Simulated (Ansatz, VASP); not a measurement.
This is a calculation of GeCN2 for VASP 6.6.1.

File INCAR:

```
PREC     = Accurate       # precision mode
ENCUT    = 520            # plane-wave cutoff, eV
EDIFF    = 1E-6           # SCF threshold, eV
ISMEAR   = -1             # smearing method
SIGMA    = 0.05           # smearing width, eV
LREAL    = False          # projectors in reciprocal space
LASPH    = True           # aspherical terms in the spheres
NELM     = 100            # most SCF steps
ALGO     = Normal         # electronic algorithm
ISIF     = 2              # what is computed and relaxed
LWAVE    = False          # write WAVECAR
LCHARG   = False          # write CHGCAR
GGA      = CA             # functional
NBANDS   = 22             # bands
```

The input KPOINTS:

```
Automatic mesh
0
Gamma
  9 9 9
```

Contents of POSCAR:

```
GeCN2
1.0
    1.8289716617      1.0559572812      5.0184906852
   -1.8289716617      1.0559572812      5.0184906852
    0.0000000000     -2.1119145624      5.0184906852
Ge N C
1 2 1
Direct
    0.0000000000      0.0000000000      0.0000000000
    0.5839044000      0.5839044000      0.5839044000
    0.4160956000      0.4160956000      0.4160956000
    0.5000000000      0.5000000000      0.5000000000
```

Potentials or basis: VASP PAW LDA potentials, release 64 (Ge_d, N, C).

Launch:

```sh
$ cat potpaw_LDA.64/Ge_d/POTCAR potpaw_LDA.64/N/POTCAR potpaw_LDA.64/C/POTCAR > POTCAR
$ mpirun -np 1 vasp_std > vasp.out
```

Q: Translate it to Ansatz 0.2.0. Potentials there: all-electron LAPW, scalar-relativistic.

A: As run (the cutoff follows the program's own potentials):

input.yaml

```yaml
crystal:
  lattice:
    - [1.8289716617, 1.0559572812, 5.0184906852]
    - [-1.8289716617, 1.0559572812, 5.0184906852]
    - [0.0, -2.1119145624, 5.0184906852]
  atoms:
    - { symbol: Ge, position: [0.0, 0.0, 0.0] }
    - { symbol: "N", position: [0.5839044, 0.5839044, 0.5839044] }
    - { symbol: "N", position: [0.4160956, 0.4160956, 0.4160956] }
    - { symbol: C, position: [0.5, 0.5, 0.5] }
kpoints:
  mp_grid: { grid: [9, 9, 9] }
scf:
  occupations: { method: fermi_dirac, width: 0.05 }
hamiltonian:
  xc: lda
  pseudopotentials: { kind: all_electron, lapw: { basis_error: 0.002 } }
output:
  forces: true
  stress: true
  eigenvalues: true
```

Potentials or basis: all-electron LAPW, scalar-relativistic.

The run is started by

```console
$ ansatz run input.yaml --threads 2 --pin off --max-ram 8192MiB --backend cpu --events-out ev --progress --plain --runs-dir out
```

Both were run:

|  | VASP | Ansatz | Ansatz less VASP |
| --- | --- | --- | --- |
| gap on the k mesh at the Fermi level (eV) | 1.07 | 1.09 | +0.017 |
| least direct gap on the mesh (eV) | 1.93 | 1.96 | +0.029 |
| pressure (GPa) | -12.7 | -12.8 | -0.18 |
| largest component of the traceless stress (GPa) | 9.65 | 10.31 | +0.659 |
| rms of the force components (eV/Å) | 0.706 | 0.755 | +0.0492 |

Atom by atom the forces differ by 0.049 eV/Å (rms over components). Ansatz ran all-electron here, so the differences hold the error of VASP's frozen core and of both bases.

Caveats: an odd mesh through Γ misses points on the zone boundary, where band edges often lie; forces of over 1 eV/Å show positions far from the minimum, so gaps and moduli don't describe the material at rest.
